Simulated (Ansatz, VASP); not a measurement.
# Ga2O3 (Ga2O3 (C2/m)): VASP beside Ansatz

Aim: how closely do two programs agree when they are given the same cell, functional and k mesh? Of the first pair: The structure shown is the start of the Ansatz relaxation below; VASP solves that cell, so the two are compared at the walk's first step.

Program: Ansatz 0.2.0. Level of theory: plane waves, with VASP 6.6.1 beside it; single point at HSE06. Results are calculated unless marked as measured.

**1. The starting structure**

The cell holds 60 atoms: 24 Ga and 36 O. Its edges and angles: a = 12.253 Å, b = 9.117 Å, c = 5.808 Å, α = 90.0°, β = 103.8°, γ = 90.0°.

**2. Ansatz: relaxation, HSE06**

Ansatz runs on its PAW soft_1 files.

The two programs are compared at the cell with which this relaxation starts, whose forces are those of its first step.

Input file input.yaml:

```yaml
crystal:
  lattice:
    - [12.25319083, 0.0, -0.00523009]
    - [0.0, 9.11688288, 0.0]
    - [-1.38346229, 0.0, 5.64095242]
  atoms:
    - { symbol: Ga, position: [0.341291, 0.0, 0.685546] }
    - { symbol: Ga, position: [0.841291, 0.1666666666667, 0.685546] }
    - { symbol: Ga, position: [0.158709, 0.1666666666667, 0.314454] }
    - { symbol: Ga, position: [0.658709, 0.0, 0.314454] }
    - { symbol: Ga, position: [0.409476, 0.1666666666667, 0.205193] }
    - { symbol: Ga, position: [0.909476, 0.0, 0.205193] }
    - { symbol: Ga, position: [0.090524, 0.0, 0.794807] }
    - { symbol: Ga, position: [0.590524, 0.1666666666667, 0.794807] }
    - { symbol: O, position: [0.003746, 0.1666666666667, 0.743804] }
    - { symbol: O, position: [0.503746, 0.0, 0.743804] }
    - { symbol: O, position: [0.496254, 0.0, 0.256196] }
    - { symbol: O, position: [0.996254, 0.1666666666667, 0.256196] }
    - { symbol: O, position: [0.326669, 0.1666666666667, 0.436476] }
    - { symbol: O, position: [0.826669, 0.0, 0.436476] }
    - { symbol: O, position: [0.173331, 0.0, 0.563524] }
    - { symbol: O, position: [0.673331, 0.1666666666667, 0.563524] }
    - { symbol: O, position: [0.16419, 0.0, 0.109118] }
    - { symbol: O, position: [0.66419, 0.1666666666667, 0.109118] }
    - { symbol: O, position: [0.33581, 0.1666666666667, 0.890882] }
    - { symbol: O, position: [0.83581, 0.0, 0.890882] }
    - { symbol: Ga, position: [0.341291, 0.3333333333333, 0.685546] }
    - { symbol: Ga, position: [0.841291, 0.5, 0.685546] }
    - { symbol: Ga, position: [0.158709, 0.5, 0.314454] }
    - { symbol: Ga, position: [0.658709, 0.3333333333333, 0.314454] }
    - { symbol: Ga, position: [0.409476, 0.5, 0.205193] }
    - { symbol: Ga, position: [0.909476, 0.3333333333333, 0.205193] }
    - { symbol: Ga, position: [0.090524, 0.3333333333333, 0.794807] }
    - { symbol: Ga, position: [0.590524, 0.5, 0.794807] }
    - { symbol: O, position: [0.003746, 0.5, 0.743804] }
    - { symbol: O, position: [0.503746, 0.3333333333333, 0.743804] }
    - { symbol: O, position: [0.496254, 0.3333333333333, 0.256196] }
    - { symbol: O, position: [0.996254, 0.5, 0.256196] }
    - { symbol: O, position: [0.326669, 0.5, 0.436476] }
    - { symbol: O, position: [0.826669, 0.3333333333333, 0.436476] }
    - { symbol: O, position: [0.173331, 0.3333333333333, 0.563524] }
    - { symbol: O, position: [0.673331, 0.5, 0.563524] }
    - { symbol: O, position: [0.16419, 0.3333333333333, 0.109118] }
    - { symbol: O, position: [0.66419, 0.5, 0.109118] }
    - { symbol: O, position: [0.33581, 0.5, 0.890882] }
    - { symbol: O, position: [0.83581, 0.3333333333333, 0.890882] }
    - { symbol: Ga, position: [0.341291, 0.6666666666667, 0.685546] }
    - { symbol: Ga, position: [0.841291, 0.8333333333333, 0.685546] }
    - { symbol: Ga, position: [0.158709, 0.8333333333333, 0.314454] }
    - { symbol: Ga, position: [0.658709, 0.6666666666667, 0.314454] }
    - { symbol: Ga, position: [0.409476, 0.8333333333333, 0.205193] }
    - { symbol: Ga, position: [0.909476, 0.6666666666667, 0.205193] }
    - { symbol: Ga, position: [0.090524, 0.6666666666667, 0.794807] }
    - { symbol: Ga, position: [0.590524, 0.8333333333333, 0.794807] }
    - { symbol: O, position: [0.003746, 0.8333333333333, 0.743804] }
    - { symbol: O, position: [0.503746, 0.6666666666667, 0.743804] }
    - { symbol: O, position: [0.496254, 0.6666666666667, 0.256196] }
    - { symbol: O, position: [0.996254, 0.8333333333333, 0.256196] }
    - { symbol: O, position: [0.326669, 0.8333333333333, 0.436476] }
    - { symbol: O, position: [0.826669, 0.6666666666667, 0.436476] }
    - { symbol: O, position: [0.173331, 0.6666666666667, 0.563524] }
    - { symbol: O, position: [0.673331, 0.8333333333333, 0.563524] }
    - { symbol: O, position: [0.16419, 0.6666666666667, 0.109118] }
    - { symbol: O, position: [0.66419, 0.8333333333333, 0.109118] }
    - { symbol: O, position: [0.33581, 0.8333333333333, 0.890882] }
    - { symbol: O, position: [0.83581, 0.6666666666667, 0.890882] }
basis:
  ecutwfc: 420.0
  ecutrho_ratio: 4
  xc_grid: 2
  fft_grid_basis: typed
  precision: f64
kpoints:
  mp_grid: { grid: [1, 1, 2] }
hamiltonian:
  xc: hse06
  pseudopotentials:
    kind: paw
    azcp: { folder: soft_1, O: "soft_1/O.paw.azcp", Ga: "soft_1/Ga.paw.azcp" }
scf:
  max_iter: 60
  occupations: { method: fixed }
relax:
  f_tol: 0.03
  max_steps: 40
  escape_saddle: false
output:
  forces: true
checkpoint:
  write: "../host.hrelax.run"
  compress: false
  write_wavefunctions: true
  write_every: 100000
```

On the command line:

```sh
> ansatz run input.yaml --threads 32 --pin off --max-ram 84787MiB --backend cuda --events-out ev --progress --plain --runs-dir out --max-vram 78GiB
```

Numbers of over 12 decimals in the logs are rounded to 6 here.

The log of the run:

```text
exact exchange: scf.exx.singularity resolves to wigner_seitz, which cuts the screened interaction at the faces of the exchange supercell's Wigner-Seitz cell, so that each pair interacts once, at the shortest of its separations (the periodic images that this leaves out come, for a point-like exchange hole, to about 0.006 eV on a filled level). The cut falls within the interaction's reach, and what an exchange supercel
Engine: ansatz 0.2.0, aarch64-unknown-linux-gnu
Pseudopotentials: kind: paw
Pseudopotential: Ga, paw, valence charge 13, recommended cutoff 420 eV (normal), soft_1/Ga.paw.azcp
Pseudopotential: O, paw, valence charge 6, recommended cutoff 420 eV (normal), soft_1/O.paw.azcp
Functional definition: HSE06
  parameter a = 0.25
  parameter omega = 0.11/bohr
  exchange = pbe_x - a*pbe_x_sr(omega) + a*exact_x_sr(omega)
  correlation = pbe_c
davidson cushion auto → on  (no smearing: the cushion is to keep the highest requested band from converging to the state above it; pin scf.eigensolver.cushion to override)
[...]
Crystal: 60 atoms, lattice volume = 630.090 Å³
Basis set: ecut = 420 eV, 12345 PW (Γ), exchange–correlation on 180×128×80 points (8 copies of the dense FFT grid, shifted against one another)
Bands: 324, of which v1, the nominal top of the filled ones, is band 264 counted from 1 (263 counted from 0)
Symmetry: 24 space group operations
Space group: C2/m (ITA 12), of the structure as read, at distance tolerance 8.6e-5 Å
k-points: 2
Non-local potential: Ga, projectors of the file, l = 0: 2, l = 1: 2, l = 2: 3, l = 3: 1
Non-local potential: O, projectors of the file, l = 0: 2, l = 1: 2, l = 2: 1
PAW form: soft (Blöchl's): semilocal exchange-correlation on the pseudo side does not see the compensation charge
PAW frozen core: Ga, regenerated for the run's functional, and the local potential with it (the file was generated under x = pbe(κ = 0.804, μ = 0.219515), c = pbe(β = 0.066725))
PAW frozen core: O, regenerated for the run's functional, and the local potential with it (the file was generated under x = pbe(κ = 0.804, μ = 0.219515), c = pbe(β = 0.066725))
PAW one-centre angular grid: Ga, 590 points (default); XC on 64 Gauss nodes
PAW one-centre angular grid: O, 110 points (default); XC on 96 Gauss nodes
Initial density: superposition of atomic densities (chi_scale 0.1, normalization cell, long waves kept (reshape's long-wave potential 0.03 eV rms))
Initial wavefunctions: pseudopotential atomic-orbital guess
[...]
Functional: x = pbe(κ = 0.804, μ = 0.219515), c = pbe(β = 0.066725), warm-up for x = pbe(κ = 0.804, μ = 0.219515) + 0.25 (exact − pbe) at short range (hse, ω = 0.207870 Å⁻¹), c = pbe(β = 0.066725); HSE06 as pw.x's `hse` composes it (authors' and Libxc's form: `xc: wpbeh`)
SCF iter   1: F=—  HF=-111253.907510 eV  |Δ(HF+E_count)|=         —  Δρ=1.25e-1  dr2=4.79e1  Hψ=1940
preconditioner: auto → none  [insulator: Δε(μ)=2.893 eV  Ē_g=18.882 eV  n_scr=202 (ndim 8)  ℏωp=34.0 eV  f_vac=0.000]
SCF iter   2: F=—  HF=-111241.120581 eV  |Δ(HF+E_count)|=    1.28e1  Δρ=4.59e-2  dr2=5.03e0  Hψ=1794
[...]
SCF iter  11: F=-111239.621135 eV  HF=-111239.621135 eV  |Δ(HF+E_count)|=   2.58e-8  Δρ=2.15e-6  dr2=2.19e-8  Hψ=2193
SCF 1 converged in 11 iterations: F = -111239.621135 eV  dr2 = 2.19e-8
  greatest PAW one-centre occupation: 0.998 electrons in one spin orbital (limit 2), on the Ga atom at site 43 (counted from 0), in its partial waves of l = 2
[...]
Exchange kernel: α = 0.2500, screened, ω = 0.2079 Å⁻¹, Wigner–Seitz truncation, v(0) = 932.8113 eV·Å³, q-mesh 1×1×2, nearest image of the exchange supercell L = 9.12 Å, pair-density grid 64×48×32, without the augmentation charges, whose exchange is taken in its separable form by FFT convolution over the k-point mesh (sized by the pseudopotential files, 80×64×40 at the most), smooth part of the exact exchange by densi
Frozen-core exchange: fock
iter 1 solved again at ethr=1.03e-4 eV; its pass at ethr=1.00e-1 eV (dr2=5.44e-1 eV) is discarded
SCF iter   1: F=—  HF=-111248.112955 eV  |Δ(HF+E_count)|=         —  Δρ=1.81e-2  dr2=8.64e-1  Hψ=3872
eigensolver tolerance schedule calibrated: the retry pair's looser diagonalisation under-reported the residual by θ = 0.31 (0.10/decade); ethr = c·dr2/N_el runs at the constant in force after the calibration composes with the one it found (an armed cap, an earlier calibration), c = 9.5e-2
preconditioner: auto → none  [insulator: Δε(μ)=4.179 eV  Ē_g=20.995 eV  n_scr=202 (ndim 8)  ℏωp=34.0 eV  f_vac=0.015]
SCF iter   2: F=—  HF=-111247.767108 eV  |Δ(HF+E_count)|=   3.46e-1  Δρ=5.93e-3  dr2=1.01e-1  Hψ=1687
[...]
SCF iter   7: F=-111248.012759 eV  HF=-111248.012842 eV  |Δ(HF+E_count)|=   2.28e-4  Δρ=1.31e-4  dr2=9.97e-5  Hψ=1505
SCF 2 stopped early in 7 iterations: F = -111248.012759 eV  dr2 = 9.97e-5
  Residual-converged pass: ⟨swp⟩=4.0  Hψ=2284  notcnv=0  max |occ|·‖R‖ = 4.6e-6 eV (tolerance 6.7e-6 eV)  dr2=9.19e-5  dr2_onsite=9.75e-6  max |Δocc| = 0.0e0
  greatest PAW one-centre occupation: 0.997 electrons in one spin orbital (limit 2), on the Ga atom at site 43 (counted from 0), in its partial waves of l = 2
hybrid outer 1: dexx = +2.851e-1 eV, tail = 1.57e-3 eV
[...]
Exchange kernel: α = 0.2500, screened, ω = 0.2079 Å⁻¹, Wigner–Seitz truncation, v(0) = 932.8113 eV·Å³, q-mesh 1×1×2, nearest image of the exchange supercell L = 9.12 Å, pair-density grid 64×48×32, without the augmentation charges, whose exchange is taken in its separable form by FFT convolution over the k-point mesh (sized by the pseudopotential files, 80×64×40 at the most), smooth part of the exact exchange by densi
Frozen-core exchange: fock
SCF iter   1: F=—  HF=-111248.003222 eV  |Δ(HF+E_count)|=         —  Δρ=8.72e-5  dr2=3.33e-5  Hψ=1547
[...]
SCF iter   5: F=-111248.003285 eV  HF=-111248.003285 eV  |Δ(HF+E_count)|=   1.63e-7  Δρ=3.40e-6  dr2=6.36e-8  Hψ=2150
SCF 3 converged in 5 iterations: F = -111248.003285 eV  dr2 = 6.36e-8
  Residual-converged pass: ⟨swp⟩=2.0  Hψ=1157  notcnv=0  max |occ|·‖R‖ = 5.9e-6 eV (tolerance 6.7e-6 eV)  dr2=6.41e-8  dr2_onsite=7.18e-9  max |Δocc| = 0.0e0
[...]
hybrid outer 2: dexx = +2.394e-5 eV, tail = 8.01e-7 eV, Δε = 3.83e-3 eV (about 1.04e-4 eV left of the loop's levels), ΔF = 4.78e-3 eV/Å (tail 8.61e-4)
relax step   1: F+E_penalty+E_count = -111248.00327734 eV  Δ(F+E_penalty+E_count) = +0.000e0 eV  max|allowed force component| = 6.708e-2 eV/Å  Δτ_max = 0.0000 Å  (23 SCF iters, accepted)
[...]
Frozen-core exchange: fock
iter 1 solved again at ethr=1.32e-6 eV; its pass at ethr=1.00e-1 eV (dr2=6.94e-3 eV) is discarded
[...]
SCF iter   7: F=-111248.008646 eV  HF=-111248.008662 eV  |Δ(HF+E_count)|=   3.25e-5  Δρ=5.52e-5  dr2=2.29e-5  Hψ=1462
SCF 4 stopped early in 7 iterations: F = -111248.008646 eV  dr2 = 2.29e-5
[...]
hybrid outer 1: dexx = +8.199e-2 eV, tail = 5.06e-4 eV
[...]
Frozen-core exchange: fock
SCF iter   1: F=—  HF=-111248.009335 eV  |Δ(HF+E_count)|=         —  Δρ=9.19e-5  dr2=2.14e-5  Hψ=1615
[...]
SCF iter   2: F=—  HF=-111248.009333 eV  |Δ(HF+E_count)|=   2.06e-6  Δρ=3.54e-5  dr2=2.78e-6  Hψ=1958
SCF iter   3: F=—  HF=-111248.009340 eV  |Δ(HF+E_count)|=   6.27e-6  Δρ=1.64e-5  dr2=1.11e-6  Hψ=2054
iter 4 solved again at ethr=6.60e-12 eV; its pass at ethr=2.01e-10 eV (dr2=3.49e-8 eV) is discarded
SCF iter   4: F=-111248.009340 eV  HF=-111248.009340 eV  |Δ(HF+E_count)|=   4.62e-8  Δρ=3.50e-6  dr2=5.06e-8  Hψ=3314
SCF 5 converged in 4 iterations: F = -111248.009340 eV  dr2 = 5.06e-8
[...]
hybrid outer 2: dexx = +8.782e-6 eV, tail = 4.80e-7 eV, Δε = 7.97e-4 eV (about 2.56e-5 eV left of the loop's levels), ΔF = 2.08e-2 eV/Å (tail 3.32e-3)
relax step   2: F+E_penalty+E_count = -111248.00934219 eV  Δ(F+E_penalty+E_count) = -6.065e-3 eV  max|allowed force component| = 2.874e-2 eV/Å  Δτ_max = 0.0090 Å  (11 SCF iters, accepted)
hybrid SCF converged: 2 outer / 11 inner (+0 warm-up), last move |dexx| = 8.78e-6 eV, tail = 4.80e-7 eV
Stability not checked: this state was not tested for a lower state beside it, because the functional holds exact exchange (a hybrid, or Hartree-Fock), whose exchange loop this test does not read (fock_operator; see scf.lower_state_search)
Free energy (F): -111248.009342 eV
Frozen-core exchange: fock
Harris-Foulkes:  -111248.009342 eV  (|F-HF|=6.74e-9)
Internal energy: -111248.009342 eV  (E = F + TS)
E sigma→0 (E₀):  -111248.009342 eV
Fermi energy:    6.814485 eV
--- Per-component energies (eV) ---
  E_band       = -1828.514311
  E_kinetic    = 8807.424622
  E_local      = -42099.785940  (includes V_loc(G=0)·N_el)
  E_nonlocal   = -214.145812
  E_hartree    = 24734.290222
  E_xc         = -3262.482017
  E_vxc        = -3663.520982  (∫ρ·V_xc dr)
  E_exx        = -1870.513710  (= α·E_x^exact, valence–valence)
  E_paw        = -52902.417298  (= ΣΔE_a)
  E_vpaw       = -10386.054155  (= ΣTr[D̂ρ^β])
  E_aug_tail   = 0.021556  (compensation charges beyond the density's cutoff)
  E_ewald      = -44442.135249
  E_core_change = 1.734265  (= ΣΔE_core)
  E_smearing   = -0.000000  (= −TS)
  E_closure    = 0.000019  (closes the sum)
  Σ components = -111248.009342   (vs F -111248.009342, Δ=0.00e0)
--- Forces (eV/Å), atoms counted from 1 ---
  atom   1  Ga    -0.02354624    -0.00000000     0.01637351
  atom   2  Ga    -0.02354624    -0.00000000     0.01637351
  atom   3  Ga     0.02354624    -0.00000000    -0.01637351
  atom   4  Ga     0.02354624     0.00000000    -0.01637351
  atom   5  Ga     0.01750707     0.00000000    -0.00827774
  atom   6  Ga     0.01750707    -0.00000000    -0.00827774
  [... 54 more lines of this table ...]
  max |Σ_I F_I| component: 6.94e-18 eV/Å
--- Band table (eV) ---
  k-point 0: bands = ["-13.5792", "-13.2243", "-13.0514", "-12.8811", "-12.8811", "-12.6127", "-12.6127", "-12.5901", "-12.5901", "-12.4200", "-12.4023", "-12.3909", "-12.2898", "-12.2391", "-12.2391"
  k-point 1: bands = ["-13.3010", "-13.1704", "-12.8226", "-12.7425", "-12.7044", "-12.7044", "-12.5877", "-12.5877", "-12.5582", "-12.4269", "-12.4269", "-12.4118", "-12.4060", "-12.4060", "-12.2717"
  guard bands above this table: 30 of the run's 324 bands. The solve was not asked for them (output.publish_guard_bands: true or output.eigenvalues: true publishes all)
--- Relaxed structure (2 steps of the walk, 2 accepted, 0 SCFs on fresh bases) ---
  F+E_penalty+E_count = -111248.00934219 eV   max|allowed force component| = 2.874e-2 eV/Å
  atoms:
    - { symbol: Ga, position: [0.341491, 0, 0.685240] }
    - { symbol: Ga, position: [0.841491, 0.166667, 0.685240] }
    - { symbol: Ga, position: [0.158509, 0.166667, 0.314760] }
    - { symbol: Ga, position: [0.658509, 0, 0.314760] }
    - { symbol: Ga, position: [0.409467, 0.166667, 0.205145] }
    - { symbol: Ga, position: [0.909467, 0, 0.205145] }
  [... 54 more lines of this table ...]
```

The column dr2 measures how far the density is from self-consistency, as an energy; F and HF (Harris–Foulkes) agree once it is small.

(Part 1 of 3 ends here.)

[Lines on the potential files, build, host, timing and source positions are cut from VASP's logs without a mark.]

[Logs are printed without paths, hosts, clocks, repeated set-up lines and the standing remarks that a program may print on its own settings, such as how far it seeks lower states.]

[Hosts, paths, dates, database ids (printed as entryN), source tags and the programs' standing remarks are cut or masked in the printed files.]
